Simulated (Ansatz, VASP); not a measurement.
# AlFe: VASP beside Ansatz, part 2 of 2

One calculation is typed for both programs; each brings its own data sets and cutoff. How far apart do they land? The cell is taken from a series of VASP runs on this material, whose earlier steps may have relaxed, scaled or displaced it; both programs get it as it stands.

VASP 6.6.1 and Ansatz 0.2.0.

So far: Set-up; VASP: relaxation of cell and atoms, PBEsol with D3(BJ).

**3. Ansatz: relaxation of cell and atoms, PBEsol with D3(BJ)**

Level of this step: Ansatz beside VASP: Kohn-Sham DFT, plane waves, PBEsol with D3(BJ) (Ansatz).

Ansatz runs on its default PAW (the set named soft_2) files.

The same cell, functional, mesh and smearing now go to Ansatz, which takes its cutoff from its data sets.

input.yaml reads:

```yaml
crystal:
  lattice:
    - [2.8145144398, 0.0, 0.0]
    - [0.0, 2.8145144398, 0.0]
    - [0.0, 0.0, 2.8145144398]
  atoms:
    - { symbol: Fe, position: [0.5, 0.5, 0.5], spin: 3.0 }
    - { symbol: Al, position: [0.0, 0.0, 0.0] }
hamiltonian:
  xc: pbesol
  pseudopotentials: { kind: paw }
  dispersion: d3bj
magnetization:
  spin_polarized: true
kpoints:
  mp_grid: { grid: [16, 16, 16] }
scf:
  occupations: { method: methfessel_paxton, width: 0.15 }
relax:
  f_tol: 0.01
  max_steps: 60
  cell: { stress_tol: 0.05 }
output:
  forces: true
  stress: true
```

The run is started by

```bash
> ansatz run input.yaml --threads 4 --pin off --max-ram 9216MiB --backend cpu --events-out ev --progress --plain --runs-dir out
```

Numbers of over 12 decimals in the logs are rounded to 6 here.

Output:

```text
Engine: ansatz 0.2.0, x86_64-unknown-linux-gnu
Pseudopotentials: kind: paw
Pseudopotential: Fe, paw, valence charge 16, recommended cutoff 420 eV (normal), Fe.paw.azcp
Pseudopotential: Al, paw, valence charge 3, recommended cutoff 420 eV (normal), Al.paw.azcp
Functional definition: PBEsol
  exchange = pbesol_x
  correlation = pbesol_c
Crystal: 2 atoms, lattice volume = 22.295 Å³
Basis set: ecut = 420 eV, 461 PW (Γ), exchange–correlation on 40×40×40 points (8 copies of the dense FFT grid, shifted against one another)
Bands: 15, of which v1, the nominal top of the filled ones, is band 10 counted from 1 (9 counted from 0)
Symmetry: 48 space group operations
Space group: Pm-3m (ITA 221), of the structure as read, at distance tolerance 2.8e-5 Å
Magnetic group: BNS 221.92 (UNI 1594), of the structure as read, at distance tolerance 2.8e-5 Å
k-points: 165 of 4096
Non-local potential: Fe, projectors of the file, l = 0: 3, l = 1: 2, l = 2: 3, l = 3: 1
Non-local potential: Al, projectors of the file, l = 0: 2, l = 1: 2, l = 2: 1
PAW form: soft (Blöchl's): semilocal exchange-correlation on the pseudo side does not see the compensation charge
PAW frozen core: Fe, regenerated for the run's functional, and the local potential with it (the file was generated under x = pbe(κ = 0.804, μ = 0.219515), c = pbe(β = 0.066725))
PAW frozen core: Al, regenerated for the run's functional, and the local potential with it (the file was generated under x = pbe(κ = 0.804, μ = 0.219515), c = pbe(β = 0.066725))
PAW one-centre angular grid: Fe, 590 points (default); XC on 64 Gauss nodes
PAW one-centre angular grid: Al, 110 points (default); XC on 64 Gauss nodes
Initial density: superposition of atomic densities (chi_scale 0.1, normalization cell)
Starting moments: Σ|m| = 3 μB on 1 of 2 sites
Initial wavefunctions: pseudopotential atomic-orbital guess
Functional: x = pbesol(κ = 0.804, μ = 0.123457), c = pbesol(β = 0.046)
SCF iter   1: F=—  HF=-4973.924517 eV  |F-HF|=—  |Δ(HF+E_count)|=         —  Δρ=8.56e-2 (↑8.56e-2 ↓3.43e-2)  dr2=1.92e0  dr2_m=2.35e-1  M=2.254 μB ∫|m|=2.497 μB  β_m=0.30  ethr=3.10e-3  ⟨swp⟩=4.2  Hψ=22233  notcnv=0
Mixer restart at iter 1: flushing history
preconditioner: auto → none  [metal: Δε(μ)=0.003 eV  Ē_g=9.710 eV  σ=0.150 eV  W_gap=0.01  n_scr=6 (ndim 8)  ℏωp=26.1 eV  f_vac=0.000  D(μ)=2.49/eV (n_scr^D=32)  sad-step TF]
SCF iter   2: F=—  HF=-4973.278763 eV  |F-HF|=—  |Δ(HF+E_count)|=   6.46e-1  Δρ=3.38e-2 (↑3.38e-2 ↓2.40e-2)  dr2=1.63e-1  dr2_m=1.35e-1  M=2.177 μB ∫|m|=2.437 μB  β_m=0.36  ethr=3.10e-3  ⟨swp⟩=2.7  Hψ=11417  notcnv=0  defer=235
SCF iter   3: F=—  HF=-4974.641383 eV  |F-HF|=—  |Δ(HF+E_count)|=         —  Δρ=1.69e-1 (↑1.69e-1 ↓1.09e-1)  dr2=6.79e-1  dr2_m=3.85e0  M=0.883 μB ∫|m|=1.004 μB  β_m=1.00  ethr=8.57e-4  ⟨swp⟩=2.0  Hψ=6739  notcnv=0  defer=239
Mixer restart at iter 3: flushing history
SCF iter   4: F=—  HF=-4976.609023 eV  |F-HF|=—  |Δ(HF+E_count)|=    1.97e0  Δρ=1.54e-1 (↑1.45e-1 ↓1.54e-1)  dr2=1.56e1  dr2_m=1.33e-2  M=0.776 μB ∫|m|=0.911 μB  β_m=0.36  ethr=2.63e-4  ⟨swp⟩=3.8  Hψ=14342  notcnv=0  defer=273
SCF iter   5: F=—  HF=-4976.645400 eV  |F-HF|=—  |Δ(HF+E_count)|=   3.64e-2  Δρ=1.35e-1 (↑1.35e-1 ↓7.83e-2)  dr2=7.24e0  dr2_m=1.76e-1  M=0.598 μB ∫|m|=0.671 μB  β_m=0.29  ethr=2.63e-4  ⟨swp⟩=4.0  Hψ=17981  notcnv=0  defer=316
SCF iter   6: F=—  HF=-4974.833422 eV  |F-HF|=—  |Δ(HF+E_count)|=    1.81e0  Δρ=1.23e-2 (↑1.17e-2 ↓1.23e-2)  dr2=1.27e-2  dr2_m=2.58e-2  M=0.707 μB ∫|m|=0.801 μB  β_m=0.54  ethr=2.63e-4  ⟨swp⟩=3.2  Hψ=14098  notcnv=0  defer=357
SCF iter   7: F=—  HF=-4974.886383 eV  |F-HF|=—  |Δ(HF+E_count)|=   5.30e-2  Δρ=1.37e-2 (↑3.64e-3 ↓1.37e-2)  dr2=4.15e-2  dr2_m=7.57e-3  M=0.680 μB ∫|m|=0.766 μB  β_m=0.48  ethr=6.69e-5  ⟨swp⟩=2.0  Hψ=11833  notcnv=0  defer=343
SCF iter   8: F=—  HF=-4974.889475 eV  |F-HF|=—  |Δ(HF+E_count)|=   3.09e-3  Δρ=4.96e-3 (↑2.41e-3 ↓4.96e-3)  dr2=1.81e-3  dr2_m=2.13e-3  M=0.670 μB ∫|m|=0.751 μB  β_m=0.74  ethr=6.69e-5  ⟨swp⟩=2.3  Hψ=8334  notcnv=0  defer=343
SCF iter   9: F=—  HF=-4974.888357 eV  |F-HF|=—  |Δ(HF+E_count)|=   1.12e-3  Δρ=1.48e-3 (↑7.82e-4 ↓1.48e-3)  dr2=1.14e-4  dr2_m=2.49e-4  M=0.666 μB ∫|m|=0.743 μB  β_m=0.87  ethr=9.53e-6  ⟨swp⟩=2.1  Hψ=8464  notcnv=0  defer=342
SCF iter  10: F=—  HF=-4974.888318 eV  |F-HF|=—  |Δ(HF+E_count)|=   3.85e-5  Δρ=3.39e-4 (↑2.79e-4 ↓3.39e-4)  dr2=7.90e-5  dr2_m=2.28e-7  M=0.664 μB ∫|m|=0.739 μB  β_m=0.85  ethr=6.01e-7  ⟨swp⟩=2.3  Hψ=8134  notcnv=0  defer=342
SCF iter  11: F=—  HF=-4974.877053 eV  |F-HF|=—  |Δ(HF+E_count)|=         —  Δρ=5.79e-4 (↑3.61e-4 ↓5.79e-4)  dr2=1.20e-5  dr2_m=4.26e-5  M=0.670 μB ∫|m|=0.745 μB  β_m=0.85  ethr=4.16e-7  ⟨swp⟩=2.0  Hψ=5998  notcnv=0  defer=342
Mixer restart at iter 11: flushing history
iteration 11: the input's own smearing fills from here on; a Gaussian of 0.15 eV has filled iterations ahead of it
SCF iter  12: F=—  HF=-4974.877092 eV  |F-HF|=—  |Δ(HF+E_count)|=   3.90e-5  S|Δr|=    0.00e0  Δρ=7.33e-4 (↑7.33e-4 ↓4.01e-4)  dr2=2.32e-4  dr2_m=5.76e-6  M=0.670 μB ∫|m|=0.746 μB  β_m=0.51  ethr=6.32e-8  ⟨swp⟩=2.1  Hψ=7886  notcnv=0  defer=342  recentre
SCF iter  13: F=—  HF=-4974.877106 eV  |F-HF|=—  |Δ(HF+E_count)|=   1.38e-5  S|Δr|=    0.00e0  Δρ=9.83e-4 (↑4.13e-4 ↓9.83e-4)  dr2=3.42e-4  dr2_m=1.91e-5  M=0.671 μB ∫|m|=0.747 μB  β_m=0.22  ethr=6.32e-8  ⟨swp⟩=2.6  Hψ=8205  notcnv=0  defer=342
SCF iter  14: F=—  HF=-4974.877060 eV  |F-HF|=—  |Δ(HF+E_count)|=   4.64e-5  S|Δr|=    0.00e0  Δρ=2.37e-4 (↑1.51e-4 ↓2.37e-4)  dr2=1.55e-6  dr2_m=7.60e-6  M=0.670 μB ∫|m|=0.747 μB  β_m=0.54  ethr=6.32e-8  ⟨swp⟩=2.1  Hψ=7995  notcnv=0  defer=342
SCF iter  15: F=—  HF=-4974.877061 eV  |F-HF|=—  |Δ(HF+E_count)|=   1.61e-6  S|Δr|=    0.00e0  Δρ=1.01e-5 (↑1.01e-5 ↓7.91e-6)  dr2=1.52e-9  dr2_m=1.51e-8  M=0.671 μB ∫|m|=0.748 μB  β_m=0.77  ethr=5.26e-10  ⟨swp⟩=3.0  Hψ=16854  notcnv=0
SCF iter  16: F=-4974.877061 eV  HF=-4974.877061 eV  |F-HF|=1.87e-10  |Δ(HF+E_count)|=   1.24e-8  S|Δr|=    0.00e0  Δρ=2.46e-6 (↑2.46e-6 ↓1.19e-6)  dr2=8.15e-10  dr2_m=5.26e-10  M=0.671 μB ∫|m|=0.748 μB  ethr=8.01e-12  ⟨swp⟩=3.0  Hψ=11109  notcnv=0
SCF 1 converged in 16 iterations: F = -4974.877061 eV  dr2 = 8.15e-10
  greatest PAW one-centre occupation: 1.001 electrons in one spin orbital (limit 2), on the Fe atom at site 0 (counted from 0), in its partial waves of l = 1
relax step   1: F+E_penalty+E_count = -4974.87706119 eV  Δ(F+E_penalty+E_count) = +0.000e0 eV  max|allowed force component| = 1.477e-29 eV/Å  Δτ_max = 0.0000 Å  P = +0.824 GPa  Ω = 22.295 Å³  (16 SCF iters, dr2 threshold 1.00e-7 eV, accepted)
[...]
relax step   2: F+E_penalty+E_count = -4974.87722278 eV  Δ(F+E_penalty+E_count) = -1.616e-4 eV  max|allowed force component| = 4.248e-30 eV/Å  Δτ_max = 0.0000 Å  P = +0.350 GPa  Ω = 22.346 Å³  energy of the carried Pulay correction = -2.597e-5 eV  (6 SCF iters, dr2 threshold 2.00e-7 eV, accepted)
[...]
relax step   3: F+E_penalty+E_count = -4974.87724515 eV  Δ(F+E_penalty+E_count) = -2.237e-5 eV  max|allowed force component| = 5.243e-30 eV/Å  Δτ_max = 0.0000 Å  P = +0.002 GPa  Ω = 22.384 Å³  energy of the carried Pulay correction = -4.518e-5 eV  (6 SCF iters, dr2 threshold 2.00e-7 eV, accepted)
[...]
relax step   4: F+E_penalty+E_count = -4974.87729136 eV  Δ(F+E_penalty+E_count) = -4.621e-5 eV  max|allowed force component| = 7.461e-30 eV/Å  Δτ_max = 0.0000 Å  P = +0.006 GPa  Ω = 22.384 Å³  stress off target by 6.09e-3 GPa  SCF on the basis re-selected at this cell (its energy is not comparable with the rows above)  (6 SCF iters)
basis re-selected at this cell: Δ(F+E_penalty+E_count) = -4.621e-5 eV, ΔP = +0.004 GPa vs the last step (what re-selecting the basis moved, of the pressure what is left beyond the Pulay correction that the steps carried, after the strain that the cell walked since its last selection, with what the two solves' SCF thresholds leave and, on support functions, any second-order correction that the steps lacked; it is no m [...]
SCF converged after 6 iterations
Stability not checked: this state was not tested for a lower state beside it, because cold or Methfessel-Paxton smearing, or corrected tetrahedra, fill the levels in a way that the test cannot read (fill_not_monotonic; see scf.lower_state_search)
Magnetization: 0.6723 μB (9.8361 up, 9.1639 down)
Absolute magnetization: 0.7505 μB (∫|ρ↑−ρ↓|, with the PAW one-centre terms)
Spin contamination: 0.0059 ħ² per cell (⟨S²⟩ above its minimum at these occupations)
Per-site moments (μB) at R_I (Å): [(0.689699, 1.006784), (-0.021229, 1.006784)]
Free energy (F): -4974.877291 eV
Harris-Foulkes:  -4974.877291 eV  (|F-HF|=9.09e-13)
Internal energy: -4974.878278 eV  (E = F + TS)
E sigma→0 (E₀):  -4974.877538 eV
Entropy (-TS):   0.000986 eV (0.493 meV/atom)
Fermi energy:    14.920283 eV
--- Per-component energies (eV) ---
  E_band       = -230.811368
  E_kinetic    = 385.384706
  E_local      = -2682.669454  (includes V_loc(G=0)·N_el)
  E_nonlocal   = 227.648246
  E_hartree    = 1162.698205
  E_xc         = -160.078176
  E_vxc        = -185.213971  (∫ρ·V_xc dr)
  E_paw        = -1789.752249  (= ΣΔE_a)
  E_vpaw       = -301.358304  (= ΣTr[D̂ρ^β])
  E_aug_tail   = 0.000966  (compensation charges beyond the density's cutoff)
  E_ewald      = -2117.513627
  E_disp       = -0.795235  (pairwise vdW)
  E_core_change = 0.198341  (= ΣΔE_core)
  E_smearing   = 0.000986  (= −TS)
  E_closure    = -0.000000  (closes the sum)
  Σ components = -4974.877291   (vs F -4974.877291, Δ=0.00e0)
--- Forces (eV/Å), atoms counted from 1 ---
  atom   1  Fe     0.00000000    -0.00000000     0.00000000
  atom   2  Al     0.00000000     0.00000000    -0.00000000
  max |Σ_I F_I| component: 1.45e-29 eV/Å
--- Stress (GPa, compression-positive) ---
        0.006093       0.000000      -0.000000
        0.000000       0.006093      -0.000000
       -0.000000      -0.000000       0.006093
  P = ⅓ Tr σ = 0.0061 GPa (0.061 kbar)
--- Relaxed structure (3 steps of the walk, 3 accepted, 1 SCFs on fresh bases) ---
  F+E_penalty+E_count = -4974.87729136 eV   max|allowed force component| = 7.461e-30 eV/Å   (the final SCF, on the basis selected at the relaxed cell)
  cell:  # Å, volume = 22.3844 Å³
    - [2.818265, 0, 0]
    - [0, 2.818265, 0.0]
    - [0, 0.0, 2.818265]
  atoms:
    - { symbol: Fe, position: [0.5, 0.5, 0.5] }
    - { symbol: Al, position: [0, 0, 0] }
```

Elapsed: 7.5 s, on 4 threads of Intel Xeon Platinum 8375C at 2.90GHz (Ice Lake), shared host; peak memory 0.45 GiB.

**4. Differences**

Known differences besides the potentials themselves: both relaxations stop at a tolerance, which leaves soft axes loose, and VASP keeps its plane-wave basis; the data sets hold 19 valence electrons in Ansatz (default PAW (the set named soft_2) files) and 11 in VASP; the cutoff is 420 eV in Ansatz and 450 eV in VASP; Ansatz makes its cores anew for this functional, VASP keeps those of its PBE data sets; Ansatz adds a Pulay correction to the stress that steers its cell, VASP none; site moments are counted in spheres of each program's own size. Total energies have different zeros and are not compared.

Compared:

| quantity | Ansatz | VASP | difference |
| --- | --- | --- | --- |
| volume (Å³) | 22.38 | 22.40 | -0.08 % |
| edge a after relaxation, in the typed setting (Å) | 2.818 | 2.819 | -0.02 % |
| total moment (μB) | 0.67 | 0.67 | 0.00 |
| moment on Fe1 (μB) | 0.69 | 0.70 | -0.01 |

The walks stopped with 0.01 GPa left in Ansatz and 0.02 GPa in VASP; each walk ends within a tolerance, so the volume difference is uncertain by about these residues over the bulk modulus, most in soft cells.

**5. Ansatz: relaxation of cell and atoms, r2SCAN**

The relaxed volume is the usual yardstick between codes: its relative difference is about their pressure difference at one cell divided by the bulk modulus. The cell compared in this pair holds 24.80 Å³, against 22.30 Å³ for the pair before.

The cell is taken from a series of VASP runs on this material, whose earlier steps may have relaxed, scaled or displaced it; both programs get it as it stands.

input.yaml, the sections that differ from step 3:

```yaml
crystal:
  lattice:
    - [2.9163366058, 0.0, 0.0]
    - [0.0, 2.9163366058, 0.0]
    - [0.0, 0.0, 2.9163366058]
  atoms:
    - { symbol: Fe, position: [0.5, 0.5, 0.5], spin: 3.0 }
    - { symbol: Al, position: [0.0, 0.0, 0.0] }
hamiltonian:
  xc: r2scan
  pseudopotentials: { kind: paw }
output:
  forces: true
  stress: true
  write_density: true
  write_potential: true
  elf: true
  volumetric_format: npy
# magnetization, kpoints, scf, relax: as in step 3
```

Output:

```text
[...]
Crystal: 2 atoms, lattice volume = 24.803 Å³
Basis set: ecut = 500 eV, 619 PW (Γ), exchange–correlation on 96×96×96 points (64 copies of the dense FFT grid, shifted against one another)
Bands: 15, of which v1, the nominal top of the filled ones, is band 10 counted from 1 (9 counted from 0)
Symmetry: 48 space group operations
[...]
k-point 164 ↓: bands = [... 6 lower, 10.3670, 15.4511, 15.4511, 16.0959, 16.0959, 16.0959, 17.5464, 20.0428, ... 1 higher]
--- Relaxed structure (3 steps of the walk, 3 accepted, 1 SCFs on fresh bases) ---
[...]
cell:  # Å, volume = 24.9131 Å³
    - [2.920626, 0, 0]
    - [0, 2.920626, 0.0]
    - [0, 0.0, 2.920626]
  atoms:
    - { symbol: Fe, position: [0.500000, 0.500000, 0.500000] }
    - { symbol: Al, position: [0, 0, 0] }
[key lines of the parts left out:]
SCF converged after 9 iterations
Magnetization: 2.0047 μB (10.5023 up, 8.4977 down)
Free energy (F): -5026.480898 eV
Fermi energy:    13.841088 eV
P = ⅓ Tr σ = 0.0078 GPa (0.078 kbar)
```

Wall time 17 s (4 threads); peak memory 0.58 GiB.

**6. VASP: relaxation of cell and atoms, r2SCAN**

The same cell, functional, mesh and smearing now go to VASP, with its own data sets and cutoff.

INCAR reads:

```
SYSTEM = AlFe
PREC = Accurate
ENCUT = 450
EDIFF = 1E-06
NELM = 100
ISMEAR = 1
SIGMA = 0.15
LREAL = .FALSE.
ALGO = Normal
METAGGA = R2SCAN
LASPH = .TRUE.
NBANDS = 14
ISPIN = 2
MAGMOM = 3 0
LMAXMIX = 4
LORBIT = 11
LWAVE = .FALSE.
LCHARG = .FALSE.
KPAR = 4
IBRION = 2
NSW = 50
ISIF = 3
EDIFFG = -0.006
```

POSCAR reads:

```
AlFe
1.0
    2.9163366058      0.0000000000      0.0000000000
    0.0000000000      2.9163366058      0.0000000000
    0.0000000000      0.0000000000      2.9163366058
Fe Al
1 1
Direct
    0.5000000000      0.5000000000      0.5000000000
    0.0000000000      0.0000000000      0.0000000000
```

KPOINTS reads:

```
Automatic mesh
0
Gamma
16 16 16
0 0 0
```

Potentials, in the order of the species: Fe and Al (PBE family, release 64).

The run is started by

```bash
> mpirun -np 4 vasp_std
```

Output:

```text
[banner, memory and clock lines left out]
running    4 mpi-ranks, on    1 nodes
[...]
[... a notice as in an earlier step ...]

 LDA part: xc-table for (None), standard interpolation
 POSCAR, INCAR and KPOINTS ok, starting setup
[...]
entering main loop
       N       E                     dE             d eps       ncg     rms          rms(c)
DAV:   1     0.212345789162E+02    0.21235E+02   -0.43775E+03  9336   0.734E+02
DAV:   2    -0.223724435865E+02   -0.43607E+02   -0.38925E+02  9936   0.147E+02
DAV:   3    -0.237194277213E+02   -0.13470E+01   -0.13320E+01 11838   0.300E+01
DAV:   4    -0.237391254570E+02   -0.19698E-01   -0.19692E-01 11110   0.322E+00
[...]
DAV:  14    -0.213179396909E+02    0.23651E-05   -0.66392E-06 11104   0.249E-02    0.803E-03
DAV:  15    -0.213179385250E+02    0.11659E-05   -0.98255E-07  5370   0.103E-02    0.329E-03
DAV:  16    -0.213179379052E+02    0.61981E-06   -0.22823E-07  5040   0.422E-03
   1 F= -.21317938E+02 E0= -.21317902E+02  d E =-.213179E+02  mag=     1.9779
[...]
reached required accuracy - stopping structural energy minimisation
```

Parts of OUTCAR (step 6):

```text
  Total       -0.0023895     -0.0023895     -0.0023895     -0.0000000     -0.0000000      0.0000000
  in kB       -0.1543486     -0.1543486     -0.1543486     -0.0000000     -0.0000000      0.0000000
  external PRESSURE =      -0.1543486 kB  Pullay stress =       0.0000000 kB

 POSITION                                       TOTAL-FORCE (eV/Angst)
 -----------------------------------------------------------------------------------
      1.45817      1.45817      1.45817         0.000000      0.000000      0.000000
      0.00000      0.00000      0.00000         0.000000      0.000000      0.000000
 -----------------------------------------------------------------------------------
    total drift:                               -0.000000      0.000000     -0.000000

  FREE ENERGIE OF THE ION-ELECTRON SYSTEM (eV)
  ---------------------------------------------------
  free  energy   TOTEN  =       -21.3179379052 eV

  energy  without entropy=      -21.3178297398  energy(sigma->0) =      -21.31790185

 magnetization (x)
# of ion       s       p       d       tot
------------------------------------------
    1        0.017   0.009   2.154   2.180
    2       -0.023  -0.044   0.000  -0.067
--------------------------------------------------
tot         -0.006  -0.035   2.154   2.113

[... 2 parts as in an earlier step ...]

[... 2 further parts left out ...]
[key lines of the parts left out:]
E-fermi :   8.1031
```

SCAN-type functionals tend to overstate the moments of itinerant magnets.

**7. Side by side**

What differs besides the data sets and the points named for the pairs above, as far as they apply: VASP keeps PBE cores, Ansatz makes them for the functional; the cutoff is 500 eV in Ansatz and 450 eV in VASP. Total energies have different zeros and are not compared.

Both answers:

| quantity | Ansatz | VASP | difference |
| --- | --- | --- | --- |
| volume (Å³) | 24.91 | 24.80 | +0.44 % |
| edge a after relaxation, in the typed setting (Å) | 2.921 | 2.916 | +0.15 % |
| total moment (μB) | 2.00 | 1.98 | +0.03 |
| moment on Fe1 (μB) | 2.21 | 2.18 | +0.03 |
| moment on Al2 (μB) | -0.09 | -0.07 | -0.03 |

The walks stopped with 0.01 GPa left in Ansatz and -0.02 GPa in VASP; each walk ends within a tolerance, so the volume difference is uncertain by about these residues over the bulk modulus, most in soft cells.

**8. Results**

* difference in volume (relaxation of cell and atoms, PBEsol with D3(BJ)): -0.076 %
* difference in volume (relaxation of cell and atoms, r2SCAN): 0.44 %

**Reading.** The difference in volume is 0.44 % (relaxation of cell and atoms, r2SCAN), within the 1.2 % picked in this series as the mark of a large difference, as far as the stopping tolerances let one tell. How closely two codes agree says nothing of how well the functional describes the real material.

[Lines on the potential files, build, host, timing and source positions are cut from VASP's logs without a mark.]

[Logs are printed without paths, hosts, clocks, repeated set-up lines and the standing remarks that a program may print on its own settings, such as how far it seeks lower states.]

[Hosts, paths, dates, database ids (printed as entryN), source tags and the programs' standing remarks are cut or masked in the printed files.]
